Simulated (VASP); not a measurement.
```yaml
crystal:
  lattice:
    - [0.00000, 2.99133, 2.99133]
    - [2.99133, 0.00000, 2.99133]
    - [2.99133, 2.99133, 0.00000]
  atoms:
    - { symbol: Li, position: [0.25000, 0.25000, 0.25000] }
    - { symbol: Li, position: [0.75000, 0.75000, 0.75000] }
    - { symbol: Se, position: [0.00000, 0.00000, 0.00000] }
```

Level of theory: optB88-vdW, VASP's PBE PAW potentials (set 64) (plane waves; VASP). Numerical set-up: 520 eV cut-off, Gaussian smearing of 0.050 eV, potentials Li_sv Se.

Task: Predict the band gap (along the path) with the smallest direct gap where there is one.

Result: 
| Item | Result |
|---|---|
| band gap (along the path) | 3.04 eV |
| smallest direct gap (along the path) | 3.50 eV |

The compound is Li2Se in the antifluorite structure. It was relaxed first.
